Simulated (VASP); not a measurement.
A convergence study with VASP on K (space group Im-3m): one setting is varied, all else stays as given below, so the limit is that of these other settings.

```xyz
1
Lattice="-2.6532 2.6532 2.6532 2.6532 -2.6532 2.6532 2.6532 2.6532 -2.6532" Properties=species:S:1:pos:R:3 pbc="T T T"
K      0.0000     0.0000     0.0000
```

All values below come from PBE GGA, VASP's PBE PAW potentials (set 64) (plane waves; VASP 6.6.1). The tightest run used: 720 eV cut-off, 9×9×9 Γ-centred mesh, Fermi-Dirac smearing of 0.10 eV, potentials K_sv.

Problem. The settings run are ENCUT = 105; ENCUT = 120; ENCUT = 135; ENCUT = 150; ENCUT = 165; ENCUT = 180; ENCUT = 210; ENCUT = 240; ENCUT = 270; ENCUT = 330; ENCUT = 360; ENCUT = 405; ENCUT = 450; ENCUT = 525; ENCUT = 600; ENCUT = 720. From which on does the energy per atom stay within 0.001 eV/atom of the tightest run?

Solution. From ENCUT = 360 on: it is off by 0.0008 there and by no more than 0.001 in any finer run, while ENCUT = 330 is off by 0.0014.
```
setting      E (eV/atom)  pressure (GPa)  plane waves  difference judged (eV/atom)
-----------  -----------  --------------  -----------  ---------------------------
ENCUT = 105       1.8091          -71.68          190                       2.8589
ENCUT = 120       0.1836          -43.98          236                       1.2334
ENCUT = 135      -0.6459          -25.01          272                       0.4038
ENCUT = 150      -0.8925          -13.15          325                       0.1573
ENCUT = 165      -1.0046           -6.50          370                       0.0452
ENCUT = 180      -1.0487           -2.91          420                       0.0011
ENCUT = 210      -1.0506           -0.51          531                       0.0008
ENCUT = 240      -1.0474           -0.14          643                       0.0024
ENCUT = 270      -1.0471           -0.20          767                       0.0027
ENCUT = 330      -1.0484           -0.13         1028                       0.0014
ENCUT = 360      -1.0490           -0.08         1178                       0.0008
ENCUT = 405      -1.0495           -0.04         1409                       0.0003
ENCUT = 450      -1.0495           -0.04         1638                       0.0002
ENCUT = 525      -1.0497           -0.05         2093                       0.0001
ENCUT = 600      -1.0498           -0.04         2506                       0.0000
ENCUT = 720      -1.0498           -0.04         3319                       0.0000
```

Left out are rungs that failed or repeat a setting and relaxations that didn't move; long series are thinned to 24 rows.

The structure is a typed K crystal (space group no. 229). The cell was not relaxed at this level.
